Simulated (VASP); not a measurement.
Calculation: PBE GGA + U (Dudarev), VASP's PBE PAW potentials (set 64) (plane waves; VASP 6.6.1).

VASP input:

INCAR:
```
SYSTEM = NiSi2
PREC = Accurate
ENCUT = 400
EDIFF = 1E-6
NELM = 100
ALGO = Normal
LREAL = .FALSE.
LASPH = .TRUE.
ISMEAR = 1
SIGMA = 0.1
GGA = PE
LMAXMIX = 4
LWAVE = .FALSE.
LCHARG = .FALSE.
ISIF = 2
LDAU = .TRUE.
LDAUTYPE = 2
LDAUL = -1 2
LDAUU = 0 2.0
LDAUJ = 0 0
LDAUPRINT = 1
LORBIT = 10
```

**KPOINTS**
```
K-points
0
gamma
 9 9 9
0 0 0
```

**POSCAR**
```
NiSi2
1.0
  0.0000000000   2.7591000000   2.7591000000
  2.7591000000   0.0000000000   2.7591000000
  2.7591000000   2.7591000000   0.0000000000
Si Ni
2 1
Cartesian
  1.3795500000   1.3795500000   1.3795500000
  4.1386500000   4.1386500000   4.1386500000
  0.0000000000   0.0000000000   0.0000000000
```

POTCAR, in this order: Si Ni (PBE.64 set). Program: vasp_std.

The resulting files:

### OSZICAR
```
       N       E                     dE             d eps       ncg     rms          rms(c)
DAV:   1     0.615495971717E+02    0.61550E+02   -0.66914E+03   918   0.113E+03
DAV:   2    -0.143129121793E+02   -0.75863E+02   -0.71606E+02   960   0.221E+02
DAV:   3    -0.173604465441E+02   -0.30475E+01   -0.29816E+01  1145   0.528E+01
DAV:   4    -0.174159708408E+02   -0.55524E-01   -0.55280E-01  1091   0.674E+00
DAV:   5    -0.174174302778E+02   -0.14594E-02   -0.14593E-02  1176   0.115E+00    0.137E+01
DAV:   6    -0.205077064390E+02   -0.30903E+01   -0.34708E+01   994   0.148E+02    0.196E+01
DAV:   7    -0.161289288994E+02    0.43788E+01   -0.11035E+01  1090   0.957E+01    0.302E+00
DAV:   8    -0.161208429567E+02    0.80859E-02   -0.14289E+00  1346   0.191E+01    0.238E+00
DAV:   9    -0.160789935079E+02    0.41849E-01   -0.19993E-01  1073   0.939E+00    0.403E-01
DAV:  10    -0.160794119983E+02   -0.41849E-03   -0.57009E-03  1105   0.653E-01    0.246E-01
DAV:  11    -0.160795810123E+02   -0.16901E-03   -0.62962E-04  1046   0.305E-01    0.260E-02
DAV:  12    -0.160796053363E+02   -0.24324E-04   -0.46742E-05  1211   0.131E-01    0.214E-02
DAV:  13    -0.160796065219E+02   -0.11856E-05   -0.29980E-05  1016   0.110E-01    0.767E-03
DAV:  14    -0.160796068199E+02   -0.29799E-06   -0.13027E-06   828   0.170E-02
   1 F= -.16079607E+02 E0= -.16079931E+02  d E =0.973241E-03
```

### OUTCAR
```
------------------------ aborting loop because EDIFF is reached ----------------------------------------
  FORCE on cell =-STRESS in cart. coord.  units (eV):
  Direction    XX          YY          ZZ          XY          YZ          ZX
  --------------------------------------------------------------------------------------
  Total       -1.7407884     -1.7407884     -1.7407884     -0.0000000     -0.0000000      0.0000000
  in kB      -66.3933005    -66.3933005    -66.3933005     -0.0000000     -0.0000000      0.0000000
  external PRESSURE =     -66.3933005 kB  Pullay stress =       0.0000000 kB
  volume of cell :       42.01
      direct lattice vectors                 reciprocal lattice vectors
     0.000000000  2.759100000  2.759100000    -0.181218513  0.181218513  0.181218513
     2.759100000  0.000000000  2.759100000     0.181218513 -0.181218513  0.181218513
     2.759100000  2.759100000  0.000000000     0.181218513  0.181218513 -0.181218513
 POSITION                                       TOTAL-FORCE (eV/Angst)
 -----------------------------------------------------------------------------------
      1.37955      1.37955      1.37955        -0.000000     -0.000000     -0.000000
      4.13865      4.13865      4.13865         0.000000      0.000000      0.000000
      0.00000      0.00000      0.00000         0.000000     -0.000000     -0.000000
 -----------------------------------------------------------------------------------
    total drift:                               -0.000000     -0.000000      0.000000
  FREE ENERGIE OF THE ION-ELECTRON SYSTEM (eV)
  ---------------------------------------------------
  free  energy   TOTEN  =       -16.0796068199 eV

  energy  without entropy=      -16.0805800609  energy(sigma->0) =      -16.07993123

 total charge

# of ion       s       p       d       tot
------------------------------------------
    1        0.755   0.798   0.000   1.554
    2        0.755   0.798   0.000   1.554
    3        0.520   0.696   8.511   9.727
--------------------------------------------------
tot          2.031   2.293   8.511  12.834
```
(Selected blocks of OUTCAR.)

The compound is NiSi2 in the fluorite structure. The cell was not relaxed at this level. The run is one of a series of settings (LDAU = .TRUE., LDAUJ = 0 0, LDAUL = -1 2, LDAUTYPE = 2, LDAUU = 0 2.0 against the base run), some of them coarse on purpose. The run is not spin-polarised, so no magnetic state was tried.
